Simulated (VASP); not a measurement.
A VASP calculation is set up with these files.

File POSCAR:
```
W
1.5935570
 -1.0000000838   1.0000000838   1.0000000838
  1.0000000838  -1.0000000838   1.0000000838
  1.0000000838   1.0000000838  -1.0000000838
W
1
Cartesian
  0.0000000000   0.0000000000   0.0000000000
```

### INCAR
```
ALGO = Normal
EDIFF = 1E-7
ENCUT = 480
GGA = PE
ISIF = 2
ISMEAR = 1
LASPH = T
LCHARG = F
LMAXMIX = 6
LREAL = F
LWAVE = F
NELM = 100
PREC = Accurate
SIGMA = 0.1
SYSTEM = W
```

### KPOINTS
```
Automatic mesh
0
Gamma
14 14 14
0 0 0
```

POTCAR, in this order: W_sv (PBE.64 set). Program: vasp_std.

Q: Translate this PBE calculation to Ansatz.

A: One equivalent input (not run):
Ansatz 0.2 input:
```yaml
crystal:
  lattice:
    - [-1.5935571, 1.5935571, 1.5935571]
    - [1.5935571, -1.5935571, 1.5935571]
    - [1.5935571, 1.5935571, -1.5935571]
  atoms:
    - { symbol: W, position: [0.0000000, 0.0000000, 0.0000000] }
kpoints:
  mp_grid: { grid: [14, 14, 14] }
hamiltonian:
  xc: pbe
  pseudopotentials: { kind: paw }
scf:
  occupations: { method: methfessel_paxton, width: 0.1 }
  max_iter: 100
output: { forces: true, stress: true, eigenvalues: true }
```
What does not carry over: each code has its own PAW files, so the cut-off isn't converted (ENCUT is set for VASP's; basis.ecutwfc is left out, and Ansatz then takes the one that its files recommend); Ansatz stops its SCF on the density residual and VASP on the energy change (EDIFF).

The compound is W in the bcc structure. It was relaxed first.
